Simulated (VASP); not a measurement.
Consider the following.

```xyz
2
Lattice="0.0000 2.5908 2.5908 2.5908 0.0000 2.5908 2.5908 2.5908 0.0000" Properties=species:S:1:pos:R:3 pbc="T T T"
Be     0.0000     0.0000     0.0000
Se     1.2954     1.2954     1.2954
```

Level of theory: modified Becke-Johnson potential (mBJ), VASP's PBE PAW potentials (set 64) (plane waves; VASP). Run with 520 eV cut-off, 6×6×6 Γ-centred mesh, Gaussian smearing of 0.050 eV, potentials Be Se.

mBJ is a potential without an energy functional, so only the levels count.

Task: Give the energies of bands 2 to 7 at the high-symmetry points, in eV from the valence-band maximum.

Result: 
```csv
band,Γ,X,U,L,W
2,0.00,-4.72,-4.34,-5.24,-4.13
3,0.00,-2.39,-3.59,-0.96,-3.42
4,0.00,-2.39,-1.99,-0.96,-2.90
5,5.41,3.65,4.64,5.13,6.83
6,5.85,4.89,7.50,6.75,8.12
7,5.85,12.79,10.58,6.75,8.20
```

The gap is indirect, 3.65 eV, from the valence maximum at Γ to the conduction minimum at X.

Measured: gap 4.00 eV (computed value off by -0.35 eV), as given by Das et al., (2018), arXiv:1807.05623.

The compound is BeSe in the zinc blende structure. It was relaxed first. The cell's shape comes from a PBE relaxation.
